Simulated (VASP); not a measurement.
# Al12Cl: single point with PBEsol

Al12Cl, a slab with vacuum:

```xyz
13
Lattice="5.7276 0.0000 0.0000 2.8638 4.9602 0.0000 0.0000 0.0000 16.6765" Properties=species:S:1:pos:R:3 pbc="T T T"
Al    1.4319    0.8267    1.0000
Al    4.2957    0.8267    1.0000
Al    2.8638    3.3068    1.0000
Al    5.7276    3.3068    1.0000
Al    0.0081    1.6610    3.3174
Al    2.8721    1.6580    3.2184
Al    1.4371    4.1363    3.3211
Al    4.3064    4.1364    3.3172
Al    0.0082    0.0044    5.5485
Al    2.8700    0.1244    5.5775
Al    1.5431    2.4227    5.5775
Al    4.1975    2.4231    5.5737
Cl    5.7512    3.3197    7.3815
```

The cell was built by a generator and needn't be a form met in nature.

```
Program                : VASP 6.6.1
Task                   : single point
Functional             : PBEsol
Potentials or basis    : VASP PAW PBE potentials, release 64 (Al, Cl)
Cutoff                 : 520 eV
k mesh                 : 3 × 3 × 1
Occupations            : gaussian, width 0.05 eV
Spin                   : no spin polarisation
Dipole correction      : no
Further INCAR settings : ALGO = Normal; EDIFF = 1e-06; NBANDS = 34
```

- Largest force: 0.338 eV/Å
- Band gap on the k mesh: none (metal or under the smearing width)

Forces on the atoms (eV/Å):
```
Al  -0.106 -0.061 -0.111
Al   0.116 -0.069 -0.121
Al  -0.002  0.135 -0.121
Al   0.002  0.001  0.338
Al  -0.004  0.000  0.001
Al  -0.003 -0.002 -0.003
Al  -0.004 -0.002 -0.001
Al  -0.002 -0.003  0.002
Al   0.001  0.000  0.004
Al   0.000 -0.011  0.004
Al  -0.010  0.006  0.004
Al   0.010  0.006  0.004
Cl   0.000  0.000  0.000
```

Levels at points of the mesh, in eV from the Fermi level:
```
           k point  band 18  band 19  band 20  band 21  band 22  band 23  band 24  band 25
(0.00, 0.00, 0.00)    -2.58    -2.57    -1.75    -0.30    -0.29    -0.23     0.47     0.47
```

It took 2 min on 1 thread of Intel(R) Xeon(R) Platinum 8488C (Sapphire Rapids), on a shared host, peak memory 0.63 GiB.

Caveat: the k mesh is coarse (spacing up to 0.42 Å⁻¹), so the values aren't converged; the PAW data sets were made with another functional, which shifts forces and pressure a little; an odd number of electrons without spin polarisation forces a metal; a magnetic or distorted state may lie lower.
